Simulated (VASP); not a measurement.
These are PBE GGA, VASP's PBE PAW potentials (set 64) (plane waves; VASP) values and carry that method's errors.

The input files of a VASP run:

**KPOINTS**
```
Automatic mesh
0
Gamma
7 7 7
0 0 0
```

### INCAR
```
# general
SYSTEM  = GaP
PREC    = Accurate
ENCUT   = 400
LREAL   = .FALSE.
LASPH   = .TRUE.

# electronic loop
EDIFF   = 1E-6
NELM    = 100   # most electronic steps
ALGO    = Fast   # Davidson, then RMM-DIIS
LMAXMIX = 4   # l cut-off of mixed one-centre charges

# smearing
ISMEAR  = 0
SIGMA   = 0.05   # width (eV)

# functional
GGA     = PE   # PBE

# ions
ISIF    = 2   # forces and stress, cell fixed

# output
LWAVE   = .FALSE.
LCHARG  = .FALSE.
```

File POSCAR:
```
GaP
1.0
  0.0000000000   2.7795000000   2.7795000000
  2.7795000000   0.0000000000   2.7795000000
  2.7795000000   2.7795000000   0.0000000000
Ga P
1 1
Direct
  0.0000000000   0.0000000000   0.0000000000
  0.2500000000   0.2500000000   0.2500000000
```

POTCAR, in this order: Ga_d P (PBE.64 set). Program: vasp_std.

The run wrote:

### OSZICAR
```
       N       E                     dE             d eps       ncg     rms          rms(c)
DAV:   1     0.687263841629E+02    0.68726E+02   -0.79773E+03   520   0.164E+03
DAV:   2    -0.414821766802E+01   -0.72875E+02   -0.71048E+02   545   0.283E+02
DAV:   3    -0.928330352557E+01   -0.51351E+01   -0.51154E+01   680   0.694E+01
DAV:   4    -0.936511007965E+01   -0.81807E-01   -0.81770E-01   610   0.936E+00
DAV:   5    -0.936697351165E+01   -0.18634E-02   -0.18633E-02   686   0.113E+00    0.398E+00
RMM:   6    -0.913271737413E+01    0.23426E+00   -0.35836E-01   723   0.548E+00    0.247E+00
RMM:   7    -0.911226338188E+01    0.20454E-01   -0.16438E-01   688   0.208E+00    0.110E+00
RMM:   8    -0.911208840702E+01    0.17497E-03   -0.21835E-02   760   0.173E+00    0.150E-01
RMM:   9    -0.911254991844E+01   -0.46151E-03   -0.55479E-03   788   0.800E-01    0.647E-02
RMM:  10    -0.911272976003E+01   -0.17984E-03   -0.89836E-04   843   0.306E-01    0.359E-02
RMM:  11    -0.911276772138E+01   -0.37961E-04   -0.22187E-04   840   0.123E-01    0.700E-03
RMM:  12    -0.911277223651E+01   -0.45151E-05   -0.47048E-05   768   0.569E-02    0.545E-03
RMM:  13    -0.911277303108E+01   -0.79457E-06   -0.84906E-06   661   0.281E-02
   1 F= -.91127730E+01 E0= -.91127730E+01  d E =-.517625E-15
```

File OUTCAR:
```
------------------------ aborting loop because EDIFF is reached ----------------------------------------
  FORCE on cell =-STRESS in cart. coord.  units (eV):
  Direction    XX          YY          ZZ          XY          YZ          ZX
  --------------------------------------------------------------------------------------
  Total       -0.6029928     -0.6029928     -0.6029928     -0.0000000      0.0000000      0.0000000
  in kB      -22.4953457    -22.4953457    -22.4953457     -0.0000000      0.0000000      0.0000000
  external PRESSURE =     -22.4953457 kB  Pullay stress =       0.0000000 kB
  volume of cell :       42.95
      direct lattice vectors                 reciprocal lattice vectors
     0.000000000  2.779500000  2.779500000    -0.179888469  0.179888469  0.179888469
     2.779500000  0.000000000  2.779500000     0.179888469 -0.179888469  0.179888469
     2.779500000  2.779500000  0.000000000     0.179888469  0.179888469 -0.179888469
  FREE ENERGIE OF THE ION-ELECTRON SYSTEM (eV)
  ---------------------------------------------------
  free  energy   TOTEN  =        -9.1127730311 eV

  energy  without entropy=       -9.1127730311  energy(sigma->0) =       -9.11277303
```
(Selected blocks of OUTCAR.)

The compound is GaP in the zinc blende structure. The cell was not relaxed at this level. The run is one of a series of settings (ALGO = Fast against the base run), some of them coarse on purpose.
